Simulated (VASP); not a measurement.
Input:

```xyz
6
Lattice="4.2597 0.0000 0.0000 0.0000 4.2597 0.0000 0.0000 0.0000 4.2597" Properties=species:S:1:pos:R:3 pbc="T T T"
Cu     3.1948     1.0649     3.1948
Cu     1.0649     3.1948     3.1948
Cu     3.1948     3.1948     1.0649
Cu     1.0649     1.0649     1.0649
O      4.2597     4.2597     4.2597
O      2.1298     2.1298     2.1298
```

Computed with PBE GGA with D3 dispersion (Becke-Johnson damping), VASP's PBE PAW potentials (set 64) (plane waves; VASP 6.6.1). Numerical set-up: 520 eV cut-off, 6×6×6 Γ-centred mesh, tetrahedra with Blöchl corrections, potentials Cu O.

The cores are frozen, which limits the accuracy of field gradients.

Task: Give the principal components of the electric field gradient (V/Å²) and the asymmetry η at each nucleus.

Result: 
| atom | Vxx | Vyy | Vzz | η |
|---|---|---|---|---|
| Cu1 | 33.3 | 33.3 | -66.7 | 0.00 |
| Cu2 | 33.3 | 33.3 | -66.7 | 0.00 |
| Cu3 | 33.3 | 33.3 | -66.7 | 0.00 |
| Cu4 | 33.3 | 33.3 | -66.7 | 0.00 |
| O5 | 0.0 | 0.0 | 0.0 | - |
| O6 | 0.0 | 0.0 | 0.0 | - |

The compound is Cu2O in the cuprite structure. It was relaxed first.
